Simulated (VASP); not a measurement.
```yaml
crystal:
  lattice:
    - [0.00000, 2.13308, 2.13308]
    - [2.13308, 0.00000, 2.13308]
    - [2.13308, 2.13308, 0.00000]
  atoms:
    - { symbol: Au, position: [0.00000, 0.00000, 0.00000] }
```

These are revPBE GGA, VASP's PBE PAW potentials (set 64) (plane waves; VASP) values and carry that method's errors. Run with 520 eV cut-off, 15×15×15 Γ-centred mesh, first-order Methfessel-Paxton smearing of 0.10 eV, potentials Au.

Q: Give the stress tensor in GPa (positive for a compressed cell).

A: 
```
-6.15   0.00   0.00
 0.00  -6.15   0.00
 0.00   0.00  -6.15
```
The pressure is its mean diagonal, -6.15 GPa.

The compound is Au in the fcc structure. This cell is one point of a volume scan, at 1.06 of the reference volume.
